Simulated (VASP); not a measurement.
Here is the system:

```xyz
2
Lattice="0.0000 2.0169 2.0169 2.0169 0.0000 2.0169 2.0169 2.0169 0.0000" Properties=species:S:1:pos:R:3 pbc="T T T"
N      0.0000     0.0000     0.0000
Al     2.0169     2.0169     2.0169
```

Calculation: r2SCAN meta-GGA, VASP's PBE PAW potentials (set 64) (plane waves; VASP). Settings: 520 eV cut-off, 13×13×13 Γ-centred mesh, tetrahedra with Blöchl corrections, potentials N Al.

Question: Give the energies of bands 2 to 6 at the high-symmetry points, in eV from the valence-band maximum.

Answer: 
```tsv
band	Γ	X	U	L	W
2	0.00	-7.59	-6.71	-8.49	-5.86
3	0.00	-2.91	-5.57	-1.17	-5.86
4	0.00	-2.91	-2.41	-1.17	-3.97
5	6.62	5.56	6.75	6.96	9.12
6	12.94	5.97	10.21	11.96	11.71
```

The gap is indirect, 5.56 eV, from the valence maximum at Γ to the conduction minimum at X.

The structure was generated: AlN was put into the rocksalt type (Fm-3m), which need not be its known phase. It was relaxed first.
